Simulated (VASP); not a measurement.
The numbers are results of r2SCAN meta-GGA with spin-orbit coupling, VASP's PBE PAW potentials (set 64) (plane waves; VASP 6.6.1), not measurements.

Input for VASP

### KPOINTS_OPT
```
k-points along high-symmetry lines
5
Line-mode
Reciprocal
  0.000000   0.000000   0.000000 ! GAMMA
  0.500000   0.000000   0.000000 ! M

  0.500000   0.000000   0.000000 ! M
  0.333333   0.333333   0.000000 ! K

  0.333333   0.333333   0.000000 ! K
  0.000000   0.000000   0.000000 ! GAMMA

  0.000000   0.000000   0.000000 ! GAMMA
  0.000000   0.000000   0.500000 ! A

  0.000000   0.000000   0.500000 ! A
  0.500000   0.000000   0.500000 ! L

  0.500000   0.000000   0.500000 ! L
  0.333333   0.333333   0.500000 ! H

  0.333333   0.333333   0.500000 ! H
  0.000000   0.000000   0.500000 ! A

  0.500000   0.000000   0.500000 ! L
  0.500000   0.000000   0.000000 ! M

  0.333333   0.333333   0.500000 ! H
  0.333333   0.333333   0.000000 ! K
```

INCAR:
```
SYSTEM = Se
PREC = Accurate; ENCUT = 400; LREAL = .FALSE.
LASPH = .TRUE.
EDIFF = 1E-6; NELM = 100; ALGO = Normal
LMAXMIX = 4; LMIXTAU = .TRUE.
ISMEAR = 0; SIGMA = 0.05
METAGGA = R2SCAN; GGA_COMPAT = .FALSE.
MAGMOM = 0 0 0 0 0 0 0 0 0
LSORBIT = .TRUE.
LWAVE = .FALSE.; LCHARG = .FALSE.
```

### POSCAR
```
Se
1
    4.4982357247     0.0000000000     0.0000000000
   -2.2491178624     3.8955865624     0.0000000000
    0.0000000000     0.0000000000     4.9922232150
Se
3
Direct
  0.2175248090   0.0000000000   0.1666670000
  0.0000000000   0.2175248091   0.8333330000
  0.7824751910   0.7824751909   0.5000000000
```

File KPOINTS:
```
Automatic mesh
0
Gamma
5 5 4
```

POTCAR, in this order: Se (PBE.64 set). Program: vasp_ncl.

The run wrote:

**OUTCAR**
```
 ion  position               nearest neighbor table
   1  0.218  0.000  0.167-   3 2.38   2 2.38
   2  0.000  0.218  0.833-   3 2.38   1 2.38
   3  0.782  0.782  0.500-   1 2.38   2 2.38
  LATTYP: Found a hexagonal cell.
 ALAT       =     4.4982357247
 C/A-ratio  =     1.1098180532
 Subroutine PRICEL returns:
 Original cell was already a primitive cell.
 Subroutine GETGRP returns: Found  6 space group operations
The static configuration has the point symmetry C_2 .
 The point group associated with its full space group is D_3 .
The dynamic configuration has the point symmetry C_2 .
The overall configuration has the point symmetry C_2 .
 Subroutine INISYM returns: Found  6 space group operations
 Subroutine IBZKPT returns following result:
 Found     23 irreducible k-points:

 Following reciprocal coordinates:
            Coordinates               Weight
  0.000000  0.000000  0.000000      1.000000
  0.200000  0.000000  0.000000      6.000000
  0.400000  0.000000  0.000000      6.000000
  0.200000  0.200000  0.000000      3.000000
 -0.200000 -0.200000  0.000000      3.000000
  0.400000  0.200000  0.000000      3.000000
 -0.400000 -0.200000  0.000000      3.000000
  0.000000  0.000000  0.250000      2.000000
  0.200000  0.000000  0.250000      6.000000
  0.000000  0.200000  0.250000      6.000000
  0.400000  0.000000  0.250000      6.000000
  0.000000  0.400000  0.250000      6.000000
  0.200000  0.200000  0.250000      6.000000
 -0.200000 -0.200000 -0.250000      6.000000
  0.400000  0.200000  0.250000      6.000000
 -0.400000 -0.200000 -0.250000      6.000000
  0.000000  0.000000  0.500000      1.000000
  0.200000  0.000000  0.500000      6.000000
  0.400000  0.000000  0.500000      6.000000
  0.200000  0.200000  0.500000      3.000000
 -0.200000 -0.200000  0.500000      3.000000
  0.400000  0.200000  0.500000      3.000000
 -0.400000 -0.200000  0.500000      3.000000
   k-points           NKPTS =     23   k-points in BZ     NKDIM =     23   number of bands    NBANDS=     26
   number of dos      NEDOS =    301   number of ions     NIONS =      3
   total plane-waves  NPLWV =  32400
   dimension x,y,z NGX =    30 NGY =   30 NGZ =   36
   dimension x,y,z NGXF=    60 NGYF=   60 NGZF=   72
   ions per type =               3
   PREC   = accura    normal or accurate (medium, high low for compatibility)
   ISTART =      0    job   : 0-new  1-cont  2-samecut
   ICHARG =      2    charge: 1-file 2-atom 10-const
   ISPIN  =      1    spin polarized calculation?
   LNONCOLLINEAR =      T non collinear calculations
   LSORBIT =      T    spin-orbit coupling
   INIWAV =      1    electr: 0-lowe 1-rand  2-diag
   ENCUT  =  400.0 eV  29.40 Ry    5.42 a.u.   7.34  7.34  8.14*2*pi/ulx,y,z
   NELM   =    100;   NELMIN=  2; NELMDL= -5     # of ELM steps
   EDIFF  = 0.1E-05   stopping-criterion for ELM
   LREAL  =      F    real-space projection
   NLSPLINE    = F    spline interpolate recip. space projectors
   LMAXMIX     =    4 max onsite mixed and CHGCAR
   VOSKOWN=      0    Vosko Wilk Nusair interpolation
   EDIFFG = 0.1E-04   stopping-criterion for IOM
   NSW    =      0    number of steps for IOM
   NBLOCK =      1;   KBLOCK =      1    inner block; outer block
   IBRION =     -1    ionic relax: 0-MD 1-quasi-New 2-CG
   NFREE  =      0    steps in history (QN), initial steepest desc. (CG)
   ISIF   =      2    stress and relaxation
   ISYM   =      2    0-nonsym 1-usesym 2-fastsym
   TEIN   =    0.0    initial temperature
   TEBEG  =    0.0;   TEEND  =   0.0 temperature during run
   SMASS  =  -3.00    Nose mass-parameter (am)
   PSTRESS=    0.0 pullay stress
   NELECT =      18.0000    total number of electrons
...
```

### OSZICAR
```
       N       E                     dE             d eps       ncg     rms          rms(c)
DAV:   1     0.520850575858E+02    0.52085E+02   -0.63442E+03  1196   0.955E+02
DAV:   2    -0.393952725416E+02   -0.91480E+02   -0.89085E+02  1662   0.177E+02
DAV:   3    -0.464775800884E+02   -0.70823E+01   -0.70308E+01  1490   0.549E+01
DAV:   4    -0.465514702003E+02   -0.73890E-01   -0.73775E-01  1342   0.652E+00
DAV:   5    -0.465522202523E+02   -0.75005E-03   -0.74989E-03  1406   0.648E-01    0.697E+00
DAV:   6    -0.437893021867E+02    0.27629E+01   -0.34693E-01  1218   0.566E+00    0.493E+00
DAV:   7    -0.414836640180E+02    0.23056E+01   -0.13291E+00  1308   0.766E+00    0.177E+00
DAV:   8    -0.427507357779E+02   -0.12671E+01   -0.41353E-01  1210   0.524E+00    0.478E-01
DAV:   9    -0.428385544739E+02   -0.87819E-01   -0.25506E-01  1228   0.427E+00    0.203E-01
DAV:  10    -0.429813747022E+02   -0.14282E+00   -0.10646E-01  1196   0.315E+00    0.142E-01
DAV:  11    -0.429835516853E+02   -0.21770E-02   -0.12925E-03  1428   0.314E-01    0.834E-02
DAV:  12    -0.429782853605E+02    0.52663E-02   -0.16065E-03  1218   0.400E-01    0.687E-02
DAV:  13    -0.429855586117E+02   -0.72733E-02   -0.16231E-03  1208   0.406E-01    0.210E-02
DAV:  14    -0.429864403654E+02   -0.88175E-03   -0.30731E-04  1214   0.186E-01    0.137E-02
DAV:  15    -0.429864811833E+02   -0.40818E-04   -0.14454E-05  1416   0.364E-02    0.106E-02
DAV:  16    -0.429864803275E+02    0.85579E-06   -0.28803E-06  1234   0.194E-02
   1 F= -.42986480E+02 E0= -.42986480E+02  d E =-.242240E-13  mag=     0.0000    -0.0000    -0.0000
       N       E                     dE             ncg
       N       E                     dE             ncg
```

**OUTCAR**
```
------------------------ aborting loop because EDIFF is reached ----------------------------------------
  FORCE on cell =-STRESS in cart. coord.  units (eV):
  Direction    XX          YY          ZZ          XY          YZ          ZX
  --------------------------------------------------------------------------------------
  Total       -0.0038893     -0.0038893      0.0178511      0.0000000      0.0000000      0.0000000
  in kB       -0.0712325     -0.0712325      0.3269390      0.0000000      0.0000000      0.0000000
  external PRESSURE =       0.0614914 kB  Pullay stress =       0.0000000 kB
  volume of cell :       87.48
      direct lattice vectors                 reciprocal lattice vectors
     4.498235725  0.000000000  0.000000000     0.222309381  0.128350376  0.000000000
    -2.249117862  3.895586562  0.000000000     0.000000000  0.256700752  0.000000000
     0.000000000  0.000000000  4.992223215     0.000000000  0.000000000  0.200311556
 POSITION                                       TOTAL-FORCE (eV/Angst)
 -----------------------------------------------------------------------------------
      0.97848      0.00000      0.83204         0.017686      0.000000     -0.000000
     -0.48924      0.84739      4.16018        -0.008843      0.015317      0.000000
      1.75988      3.04820      2.49611        -0.008843     -0.015317      0.000000
 -----------------------------------------------------------------------------------
    total drift:                                0.000216      0.000374     -0.000000
  FREE ENERGIE OF THE ION-ELECTRON SYSTEM (eV)
  ---------------------------------------------------
  free  energy   TOTEN  =       -42.9864803275 eV

  energy  without entropy=      -42.9864803275  energy(sigma->0) =      -42.98648033

 Ion:    1  E_soc:     -0.0429100

 Ion:    2  E_soc:     -0.0429100

 Ion:    3  E_soc:     -0.0429100
```
(Selected blocks of OUTCAR.)

The structure comes from a measured Se entry (P3_221) of the Crystallography Open Database, whose conditions weren't checked. It was relaxed first, which changed the volume by +8 %.
